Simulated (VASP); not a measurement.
Method: PBE GGA, VASP's PBE PAW potentials (set 64) (plane waves; VASP).

VASP ran on this input.

File POSCAR:
```
TiPt3
1.0
  3.8739040000   0.0000000000   0.0000000000
  0.0000000000   3.8739040000   0.0000000000
  0.0000000000   0.0000000000   3.8739040000
Ti Pt
1 3
Cart
  0.0000000000   0.0000000000   0.0000000000
  1.9369520000   1.9369520000   0.0000000000
  0.0000000000   1.9369520000   1.9369520000
  1.9369520000   0.0000000000   1.9369520000
```

KPOINTS_OPT:
```
k-points along high-symmetry lines
10
Line-mode
Reciprocal
  0.000000   0.000000   0.000000 ! GAMMA
  0.000000   0.500000   0.000000 ! X

  0.000000   0.500000   0.000000 ! X
  0.500000   0.500000   0.000000 ! M

  0.500000   0.500000   0.000000 ! M
  0.000000   0.000000   0.000000 ! GAMMA

  0.000000   0.000000   0.000000 ! GAMMA
  0.500000   0.500000   0.500000 ! R

  0.500000   0.500000   0.500000 ! R
  0.000000   0.500000   0.000000 ! X

  0.500000   0.500000   0.500000 ! R
  0.500000   0.500000   0.000000 ! M
```

INCAR:
```
SYSTEM = TiPt3
PREC = Accurate
ENCUT = 300
EDIFF = 1E-6
NELM = 100
ALGO = Normal
LREAL = .FALSE.
LASPH = .TRUE.
ISMEAR = 0
SIGMA = 0.272
GGA = PE
LMAXMIX = 6
LWAVE = .FALSE.
LCHARG = .FALSE.
ISIF = 2
```

### KPOINTS
```
Automatic mesh
0
Gamma
7 7 7
0 0 0
```

POTCAR, in this order: Ti_sv Pt (PBE.64 set). Program: vasp_std.

Q: What will the output report for the number of irreducible k-points (NKPTS), largest plane-wave count, number of space-group operations, FFT grid (NGX, NGY, NGZ)?

A: 
```
Item                                          Result
--------------------------------------  ------------
number of irreducible k-points (NKPTS)            20
largest plane-wave count                         703
number of space-group operations                  48
FFT grid (NGX, NGY, NGZ)                24 × 24 × 24
```

The structure comes from a computed database's TiPt3 entry; how it stands against other phases isn't given here. The cell was not relaxed at this level.
